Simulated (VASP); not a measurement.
As:

```
As
1.0
     1.87975    1.08527    3.48577
    -1.87975    1.08527    3.48577
     0.00000   -2.17055    3.48577
As
2
Direct
  0.22754 0.22754 0.22754
  0.77246 0.77246 0.77246
```

| Item | Value |
| --- | --- |
| Program | VASP 6.6.1 |
| Task | relaxation of cell and atoms |
| Functional | PBEsol |
| Potentials or basis | VASP PAW PBE potentials, release 64 (As) |
| Cutoff | 480 eV |
| k mesh | 15 × 15 × 15 |
| Occupations | gaussian, width 0.1 eV |
| Spin | no spin polarisation |

At the start: pressure 0.5 GPa; volume 21.33 Å³/atom.

Where does the relaxation end?

Over 12 steps the energy falls by 5.5 meV/atom and the volume is 20.89 Å³/atom (-2.1 %); space group R-3m (No. 166, to 0.05 Å).

The path:
```csv
step,energy change (eV),largest force (eV/Å),pressure (GPa),volume (Å³)
1,0.0000,0.2382,0.53,42.67
2,-0.0036,0.0045,-0.97,43.11
3,-0.0037,0.0347,-0.77,43.05
4,-0.0073,0.0146,-0.51,42.63
5,-0.0106,0.0186,0.06,41.85
6,-0.0107,0.0246,0.18,41.71
7,-0.0109,0.0199,-0.10,41.80
8,-0.0110,0.0208,-0.05,41.79
9,-0.0110,0.0082,0.09,41.74
10,-0.0110,0.0036,0.04,41.76
11,-0.0110,0.0040,0.03,41.76
12,-0.0110,0.0015,0.00,41.79
```

Final structure:
```cif
data_structure
_symmetry_space_group_name_H-M 'P 1'
_symmetry_Int_Tables_number 1
_cell_length_a 4.0106
_cell_length_b 4.0106
_cell_length_c 4.0106
_cell_angle_alpha 56.372
_cell_angle_beta 56.372
_cell_angle_gamma 56.372
_cell_volume 41.79
loop_
_atom_site_label
_atom_site_type_symbol
_atom_site_fract_x
_atom_site_fract_y
_atom_site_fract_z
_atom_site_occupancy
As1 As 0.23056 0.23056 0.23056 1
As2 As 0.76944 0.76944 0.76944 1
```

Caveat: the PAW data sets were made with another functional, which shifts forces and pressure a little.
